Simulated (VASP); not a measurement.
# Cr4Te3Se (P-6m2) in VASP: reference runs

How does Cr4Te3Se come out in PBE? The cell is run as given and disturbed.

Everything below comes from runs of VASP 6.6.1. Logs are shortened: lines on timing, memory, paths and dates and some standing lists are left out, and cuts for length are marked.

## (1) The structure

Symmetry: P-6m2, No. 187, hexagonal system. Conventional cell: a = 4.047 Å, b = 4.047 Å, c = 12.584 Å, α = 90.00°, β = 90.00°, γ = 120.00°. Te (site symmetry 3m) has 6 Cr at 2.83 to 2.84 Å as nearest neighbours. Te (site symmetry -6m2) is surrounded by 6 Cr at 2.82 Å. Se (site symmetry -6m2) is surrounded by 6 Cr at 2.77 Å. Cr (site symmetry 3m) has 3 Se at 2.77 Å and 3 Te at 2.84 Å and 1 Cr at 2.99 Å as nearest neighbours. Cr (site symmetry 3m) has 6 Te at 2.82 to 2.83 Å and 2 Cr at 3.16 to 3.22 Å as nearest neighbours.

The cell comes from a database or a generator and needn't be the stable form of this composition.

## (2) Single point, PBE, collinear spin, ferromagnetic start

INCAR reads:

```
  ALGO = Normal
  EDIFF = 1E-7
  ENCUT = 520
  GGA = PE
  ISIF = 2
  ISMEAR = -1
  ISPIN = 2
  LASPH = True
  LCHARG = False
  LMAXMIX = 4
  LORBIT = 11
  LREAL = False
  LWAVE = False
  MAGMOM = 0 0 0 0 3 3 3 3
  NBANDS = 50
  NELM = 100
  PREC = Accurate
  SIGMA = 0.05
```

KPOINTS reads:

```
k-points
0
Gamma
  8 8 2
```

POSCAR reads:

```
Cr4Te3Se
1.0
    4.0469504262      0.0000000000      0.0000000000
   -2.0234752131      3.5047618770      0.0000000000
    0.0000000000      0.0000000000     12.5839700000
Te Se Cr
3 1 4
Direct
    0.3333333333      0.6666666667      0.7522740000
    0.3333333333      0.6666666667      0.2477260000
    0.6666666667      0.3333333333      0.5000000000
    0.6666666667      0.3333333333      0.0000000000
    0.0000000000      0.0000000000      0.8811650000
    0.0000000000      0.0000000000      0.3743330000
    0.0000000000      0.0000000000      0.6256670000
    0.0000000000      0.0000000000      0.1188350000
```

Potentials or basis: VASP PAW PBE potentials, release 64 (Te, Se, Cr_pv).

Started as:

```console
cat potpaw_PBE.64/Te/POTCAR potpaw_PBE.64/Se/POTCAR potpaw_PBE.64/Cr_pv/POTCAR > POTCAR
mpirun -np 1 vasp_std > vasp.out
```

OUTCAR:

```text
EDIFF = 1E-7
   ENCUT = 520
   GGA = PE
   ISIF = 2
   ISMEAR = -1
   ISPIN = 2
   LASPH = True
   LORBIT = 11
   LREAL = False
   NELM = 100
   PREC = Accurate

 ion  position               nearest neighbor table
   1  0.333  0.667  0.752-   7 2.83   7 2.83   7 2.83   5 2.84   5 2.84   5 2.84
   2  0.333  0.667  0.248-   6 2.83   6 2.83   6 2.83   8 2.84   8 2.84   8 2.84
   3  0.667  0.333  0.500-   6 2.82   7 2.82   6 2.82   7 2.82   6 2.82   7 2.82
   4  0.667  0.333  0.000-   5 2.77   8 2.77   5 2.77   8 2.77   5 2.77   8 2.77
   5  0.000  0.000  0.881-   4 2.77   4 2.77   4 2.77   1 2.84   1 2.84   1 2.84   8 2.99
   6  0.000  0.000  0.374-   3 2.82   3 2.82   3 2.82   2 2.83   2 2.83   2 2.83   7 3.16
   7  0.000  0.000  0.626-   3 2.82   3 2.82   3 2.82   1 2.83   1 2.83   1 2.83   6 3.16
   8  0.000  0.000  0.119-   4 2.77   4 2.77   4 2.77   2 2.84   2 2.84   2 2.84   5 2.99

  LATTYP: Found a hexagonal cell.
 ALAT       =     4.0469504262
 C/A-ratio  =     3.1094944773

  Lattice vectors:

 A1 = (   4.0469504262,   0.0000000000,   0.0000000000)
 A2 = (  -2.0234752131,   3.5047618770,   0.0000000000)
 A3 = (   0.0000000000,   0.0000000000,  12.5839700000)

Analysis of symmetry for initial positions (statically):
=====================================================================
 Subroutine PRICEL returns:
 Original cell was already a primitive cell.

 Routine SETGRP: Setting up the symmetry group for a
 hexagonal supercell.

 Subroutine GETGRP returns: Found 12 space group operations
 (whereof 12 operations were pure point group operations)
 out of a pool of 24 trial point group operations.

The static configuration has the point symmetry D_3h.

Analysis of symmetry for dynamics (positions and initial velocities):
=====================================================================
 Subroutine PRICEL returns:
 Original cell was already a primitive cell.

 Routine SETGRP: Setting up the symmetry group for a
 hexagonal supercell.

 Subroutine GETGRP returns: Found 12 space group operations
 (whereof 12 operations were pure point group operations)
 out of a pool of 24 trial point group operations.

The dynamic configuration has the point symmetry D_3h.

Analysis of structural, dynamic, and magnetic symmetry:
=====================================================================
 Subroutine PRICEL returns:
 Original cell was already a primitive cell.

 Routine SETGRP: Setting up the symmetry group for a
[... 154 lines left out ...]
  ext. energy  EPLUGINS =         0.00000000
  ---------------------------------------------------
  free energy    TOTEN  =       -51.64992065 eV

  energy without entropy =      -51.61568957  energy(sigma->0) =      -51.63280511

 E-fermi :   7.4481     XC(G=0): -10.3223

 val. band max:        7.4385519233   @ k =   0.5000  -0.0000   0.5000
 cond. band min:       7.4588241142   @ k =   0.2500   0.2500   0.0000
 fundamental gap:      0.0202721910
 Fermi energy:         7.4481331101

 spin component 1

 k-point     1 :       0.0000    0.0000    0.0000
  band No.  band energies     occupation
      1     -36.9676      1.00000
      2     -36.9613      1.00000
      3     -36.9613      1.00000
      4     -36.9587      1.00000
      5     -36.9587      1.00000
      6     -36.9388      1.00000
[... 1009 lines left out ...]
     47       8.2175      0.00000
     48       8.2711      0.00000
 Fermi energy:         7.4481331101

 spin component 2

 k-point     1 :       0.0000    0.0000    0.0000
  band No.  band energies     occupation
      1     -33.4343      1.00000
      2     -33.4029      1.00000
      3     -33.3905      1.00000
      4     -33.3905      1.00000
      5     -33.3874      1.00000
      6     -33.3874      1.00000
[... 1009 lines left out ...]
     47      10.4323      0.00000
     48      10.4496      0.00000
 [bands above 48 left out]

------------------------ aborting loop because EDIFF is reached ----------------------------------------

  FORCE on cell =-STRESS in cart. coord.  units (eV):
  Direction    XX          YY          ZZ          XY          YZ          ZX
  --------------------------------------------------------------------------------------
  -------------------------------------------------------------------------------------
  Total       -0.2721739     -0.2721739     -0.0889092      0.0000000      0.0000000     -0.0000000
  in kB       -2.4431661     -2.4431661     -0.7980921      0.0000000      0.0000000     -0.0000000
  external PRESSURE =      -1.8948081 kB  Pullay stress =       0.0000000 kB

 VOLUME and BASIS-vectors are now :
 -----------------------------------------------------------------------------
  energy-cutoff  :      520.00
  volume of cell :      178.49
      direct lattice vectors                 reciprocal lattice vectors
     4.046950426  0.000000000  0.000000000     0.247099642  0.142663045  0.000000000
    -2.023475213  3.504761877  0.000000000     0.000000000  0.285326089  0.000000000
     0.000000000  0.000000000 12.583970000     0.000000000  0.000000000  0.079466178

 POSITION                                       TOTAL-FORCE (eV/Angst)
 -----------------------------------------------------------------------------------
     -0.00000      2.33651      9.46659        -0.000000     -0.000000      0.086137
     -0.00000      2.33651      3.11738        -0.000000     -0.000000     -0.086137
      2.02348      1.16825      6.29199        -0.000000     -0.000000      0.000000
      2.02348      1.16825      0.00000         0.000000     -0.000000      0.000000
      0.00000      0.00000     11.08855         0.000000      0.000000      0.075821
      0.00000      0.00000      4.71060         0.000000      0.000000     -0.066610
      0.00000      0.00000      7.87337         0.000000      0.000000      0.066610
      0.00000      0.00000      1.49542         0.000000     -0.000000     -0.075821
 -----------------------------------------------------------------------------------
    total drift:                               -0.000000      0.000000      0.000000

  FREE ENERGIE OF THE ION-ELECTRON SYSTEM (eV)
  ---------------------------------------------------
  free  energy   TOTEN  =       -51.6499206531 eV

  energy  without entropy=      -51.6156895709  energy(sigma->0) =      -51.63280511

 total charge

# of ion       s       p       d       tot
------------------------------------------
    1        1.356   2.041   0.046   3.443
    2        1.356   2.041   0.046   3.443
    3        1.355   2.044   0.050   3.449
    4        1.457   2.328   0.031   3.816
    5        0.211   6.150   4.143  10.503
    6        0.223   6.169   4.172  10.564
    7        0.223   6.169   4.172  10.564
    8        0.211   6.150   4.143  10.503
--------------------------------------------------
tot          6.392  33.091  16.803  56.286

 magnetization (x)

# of ion       s       p       d       tot
------------------------------------------
    1        0.008  -0.150   0.024  -0.118
    2        0.008  -0.150   0.024  -0.118
    3        0.009  -0.136   0.024  -0.104
    4        0.017  -0.126   0.019  -0.090
    5        0.052   0.035   3.613   3.699
    6        0.050   0.035   3.498   3.583
    7        0.050   0.035   3.498   3.583
    8        0.052   0.035   3.613   3.699
--------------------------------------------------
tot          0.245  -0.423  14.313  14.136
```

stdout:

```text
POSCAR found type information on POSCAR TeSeCr
 POSCAR found :  3 types and       8 ions
 scaLAPACK will be used
 LDA part: xc-table for (Slater+PW92), standard interpolation
 POSCAR, INCAR and KPOINTS ok, starting setup
 FFT: planning ... GRIDC
 FFT: planning ... GRID_SOFT
 FFT: planning ... GRID
 WAVECAR not read
 entering main loop
```

Run time: 4.1 min. Hardware: 1 thread of AMD EPYC 9R45 (Zen 5), shared host; peak memory 0.48 GiB.

What came out:

```
Free energy                                           : -51.6499 eV
Pressure                                              : -0.2 GPa
Largest force                                         : 0.086 eV/Å
Band gap on the k mesh                                : none (metal or under the smearing width)
Net moment                                            : 15.57 μB per cell
Site moments                                          : Te -0.12, -0.10; Se -0.09; Cr +3.70, +3.58 μB
Valence electrons inside the program's atomic spheres : Te 3.44, 3.45; Se 3.82; Cr 10.50, 10.56
```

Forces in eV/Å, atoms in the order of the input:
```
Te   0.000  0.000  0.086
Te   0.000  0.000 -0.086
Te   0.000  0.000  0.000
Se   0.000  0.000  0.000
Cr   0.000  0.000  0.076
Cr   0.000  0.000 -0.067
Cr   0.000  0.000  0.067
Cr   0.000  0.000 -0.076
```

Levels at points of the mesh, in eV from the Fermi level:
Spin up:
```tsv
k point	band 42	band 43	band 44	band 45	band 46	band 47
(0.00, 0.00, 0.00)	-0.34	0.58	0.58	0.89	0.89	1.68
(0.50, 0.00, 0.00)	-0.55	-0.25	-0.01	0.41	0.43	0.54
(0.00, 0.00, 0.50)	-0.42	-0.12	-0.12	1.31	1.31	1.56
(0.50, 0.00, 0.50)	-0.87	-0.38	-0.23	0.70	0.78	0.81
```
Spin down:
```
           k point  band 24  band 25  band 26  band 27  band 28  band 29  band 30  band 31  band 32  band 33
(0.00, 0.00, 0.00)    -2.19    -2.19    -1.16    -1.16    -0.75    -0.04     0.73     0.73     0.94     0.94
(0.50, 0.00, 0.00)    -2.99    -2.92    -2.85    -2.85    -2.82    -0.42     0.62     0.63     1.38     1.51
(0.00, 0.00, 0.50)    -1.94    -1.79    -1.79    -1.47    -1.47     0.35     0.40     0.81     0.81     0.97
(0.50, 0.00, 0.50)    -2.99    -2.89    -2.86    -2.85    -2.85    -0.22    -0.01     1.11     1.38     1.54
```

Caveat: only a ferromagnetic start was run, and an antiferromagnetic order may lie lower in energy. The run has no spin-orbit coupling, so splittings on Te are missing.

## (3) Single point, PBE, collinear spin, ferromagnetic start (atoms moved at random, drawn with an rms of 0.05 Å)

INCAR reads:

```
SYSTEM = Cr4Te3Se
ALGO = Normal
EDIFF = 1E-7
ENCUT = 520
GGA = PE
ISIF = 2
ISMEAR = -1
ISPIN = 2
LASPH = .TRUE.
LCHARG = .TRUE.
LELF = .TRUE.
LMAXMIX = 4
LORBIT = 11
LREAL = .FALSE.
LVHAR = .TRUE.
LWAVE = .FALSE.
MAGMOM = 0 0 0 0 3 3 3 3
NBANDS = 50
NELM = 150
PREC = Accurate
SIGMA = 0.05
```

KPOINTS reads:

```
k-points
0
G
  8 8 2
  0 0 0
```

POSCAR reads:

```
Cr4Te3Se
1.0
    4.0469504262      0.0000000000      0.0000000000
   -2.0234752131      3.5047618770      0.0000000000
    0.0000000000      0.0000000000     12.5839700000
Te Se Cr
3 1 4
Direct
    0.3274930000      0.6751930000      0.7520850000
    0.3417950000      0.6646310000      0.2479060000
    0.6637080000      0.3309270000      0.5041410000
    0.6673690000      0.3284060000      0.0010780000
    0.0001100000      0.0072100000      0.8806970000
   -0.0049010000     -0.0040960000      0.3758080000
   -0.0212050000     -0.0173000000      0.6226090000
   -0.0051460000      0.0004660000      0.1156520000
```

Potentials or basis: VASP PAW PBE potentials, release 64 (Te, Se, Cr_pv).

Started as:

```console
cat potpaw_PBE.64/Te/POTCAR potpaw_PBE.64/Se/POTCAR potpaw_PBE.64/Cr_pv/POTCAR > POTCAR
mpirun -np 1 vasp_std > vasp.out
```

It took 14 min on 1 thread of AMD EPYC 9R45 (Zen 5), shared host; peak memory 0.91 GiB.

Results (log left out):

- Free energy: -51.6030 eV
- Pressure: 0.0 GPa
- Largest force: 0.535 eV/Å
- Band gap on the k mesh: none (metal or under the smearing width)
- Net moment: 15.57 μB per cell
- Site moments: Te -0.12, -0.10; Se -0.09; Cr +3.71, +3.61, +3.55, +3.70 μB
- Valence electrons inside the program's atomic spheres: Te 3.44, 3.46; Se 3.82; Cr 10.50, 10.55, 10.58

Forces on the atoms (eV/Å):
```
Te   0.055 -0.201  0.068
Te  -0.236 -0.008 -0.088
Te  -0.127 -0.167 -0.332
Se  -0.085  0.091 -0.084
Cr  -0.017 -0.006 -0.016
Cr   0.134  0.040 -0.154
Cr   0.118  0.299  0.428
Cr   0.158 -0.048  0.178
```

Stress tensor (GPa, compression positive):
```
-0.20  0.01  0.05
 0.01 -0.07  0.03
 0.05  0.03  0.12
```

Levels at points of the mesh, in eV from the Fermi level:
Spin up:
```csv
k point,band 40,band 41,band 42,band 43,band 44,band 45,band 46,band 47,band 48,band 49
"(0.00, 0.00, 0.00)",-1.09,-0.72,-0.31,0.59,0.62,0.85,0.89,1.64,1.67,1.75
"(0.50, 0.00, 0.00)",-1.22,-1.10,-0.56,-0.24,-0.02,0.39,0.44,0.56,1.70,2.07
"(0.00, 0.50, 0.00)",-1.23,-1.10,-0.56,-0.27,0.02,0.39,0.47,0.51,1.72,2.00
"(0.50, 0.50, 0.00)",-1.23,-1.11,-0.56,-0.30,0.01,0.37,0.45,0.55,1.69,2.07
"(0.00, 0.00, 0.50)",-0.66,-0.42,-0.39,-0.13,-0.06,1.28,1.32,1.54,1.57,2.23
"(0.50, 0.00, 0.50)",-1.13,-1.02,-0.85,-0.38,-0.23,0.73,0.77,0.80,1.11,1.77
"(0.00, 0.50, 0.50)",-1.13,-0.99,-0.88,-0.39,-0.22,0.66,0.74,0.85,1.12,1.79
"(0.50, 0.50, 0.50)",-1.14,-1.03,-0.86,-0.38,-0.24,0.68,0.79,0.83,1.11,1.78
```
Spin down:
| k point | band 24 | band 25 | band 26 | band 27 | band 28 | band 29 | band 30 | band 31 | band 32 | band 33 |
| --- | --- | --- | --- | --- | --- | --- | --- | --- | --- | --- |
| (0.00, 0.00, 0.00) | -2.14 | -2.08 | -1.18 | -1.15 | -0.77 | -0.03 | 0.72 | 0.73 | 0.91 | 0.95 |
| (0.50, 0.00, 0.00) | -3.10 | -2.96 | -2.82 | -2.79 | -2.72 | -0.42 | 0.57 | 0.70 | 1.38 | 1.51 |
| (0.00, 0.50, 0.00) | -3.04 | -2.91 | -2.86 | -2.80 | -2.75 | -0.42 | 0.58 | 0.67 | 1.41 | 1.50 |
| (0.50, 0.50, 0.00) | -3.06 | -2.94 | -2.84 | -2.81 | -2.77 | -0.42 | 0.59 | 0.67 | 1.36 | 1.51 |
| (0.00, 0.00, 0.50) | -1.95 | -1.78 | -1.71 | -1.47 | -1.47 | 0.32 | 0.42 | 0.78 | 0.79 | 0.98 |
| (0.50, 0.00, 0.50) | -3.10 | -2.90 | -2.85 | -2.78 | -2.72 | -0.24 | 0.02 | 1.11 | 1.39 | 1.52 |
| (0.00, 0.50, 0.50) | -3.04 | -2.93 | -2.86 | -2.85 | -2.75 | -0.23 | -0.01 | 1.12 | 1.40 | 1.53 |
| (0.50, 0.50, 0.50) | -3.06 | -2.90 | -2.84 | -2.80 | -2.78 | -0.23 | 0.01 | 1.11 | 1.36 | 1.52 |

Caveat: only a ferromagnetic start was run, and an antiferromagnetic order may lie lower in energy.
